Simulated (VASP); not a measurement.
Data:

```
MgS
1.0
    0.00000     2.59571     2.59571
    2.59571     0.00000     2.59571
    2.59571     2.59571     0.00000
Mg S
1 1
Direct
  0.00000   0.00000   0.00000
  0.50000   0.50000   0.50000
```

Level of theory: r2SCAN meta-GGA, VASP's PBE PAW potentials (set 64) (plane waves; VASP 6.6.1). Settings: 480 eV cut-off, 8×8×8 Γ-centred mesh, Gaussian smearing of 0.050 eV, potentials Mg S.

Each relaxation starts from this cell; other phases were not tried.

Problem. The cell is relaxed at 2 GPa. What happens?

Solution. The volume per atom goes from 17.49 to 17.09 Å³ (-2.3 %), and the cell becomes a = 5.152 Å, b = 5.152 Å, c = 5.152 Å, α = 90.00°, β = 90.00°, γ = 90.00°, space group Fm-3m. The gap on the mesh goes from 3.45 to 3.50 eV.

Problem. The cell is relaxed at 10 GPa. What happens?

Solution. The volume per atom goes from 17.49 to 15.83 Å³ (-9.5 %), and the cell becomes a = b = c = 5.0221 Å, α = β = γ = 90.00°, space group Fm-3m. The gap on the mesh goes from 3.45 to 3.66 eV.

Failed runs are left out, and for metals the shear rows, which the mesh's noise covers.

The compound is MgS in the rock salt structure.
